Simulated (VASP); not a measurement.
Set up this calculation in VASP 6.6.1, as the native input.

- Task: relaxation of cell and atoms
- Functional: r2SCAN
- Potentials or basis: VASP PAW PBE potentials, release 64 (Si, Ni)
- Cutoff: 600 eV
- k mesh: 12 × 12 × 12
- Occupations: methfessel-paxton, width 0.1 eV
- Spin: no spin polarisation
- Further INCAR settings: ALGO = Normal; EDIFF = 1e-07; IBRION = 2; EDIFFG = -0.005; NSW = 90; ISIF = 3

The structure of Si2Ni lies in POSCAR:

```
Si2Ni                                   
1.0
    0.0000000000      2.6904817455      2.6904817455
    2.6904817455      0.0000000000      2.6904817455
    2.6904817455      2.6904817455     -0.0000000000
  Si              Ni            
     2     1
Direct
     0.2500000000000000    0.2500000000000000    0.2500000000000000
     0.7500000000000000    0.7500000000000000    0.7500000000000000
     0.0000000000000000    0.0000000000000000    0.0000000000000000
```

One way to write it, as run:

INCAR

```
  ALGO = Normal
  EDIFF = 1E-7
  EDIFFG = -0.005
  ENCUT = 600
  IBRION = 2
  ISIF = 3
  ISMEAR = 1
  LASPH = True
  LCHARG = False
  LMIXTAU = True
  LREAL = False
  LWAVE = False
  METAGGA = R2SCAN
  NELM = 80
  NSW = 90
  PREC = Accurate
  SIGMA = 0.1
```

KPOINTS

```
k-points
0
Gamma
  12 12 12
```

Potentials or basis: VASP PAW PBE potentials, release 64 (Si, Ni).

Run with:

```sh
$ cat potpaw_PBE.64/Si/POTCAR potpaw_PBE.64/Ni/POTCAR > POTCAR
$ mpirun -np 1 vasp_std > vasp.out
```

It gave:

```
Pressure after relaxing : 0.0 GPa
Band gap on the k mesh  : none (metal or under the smearing width)
```

Caveat: the relaxation stopped at its first step, so nothing moved; the PAW data sets were made with another functional, which shifts forces and pressure a little.

Run time: 110 s on 1 thread of Intel(R) Xeon(R) 6975P-C (Granite Rapids), on a shared host, peak memory 0.19 GiB.
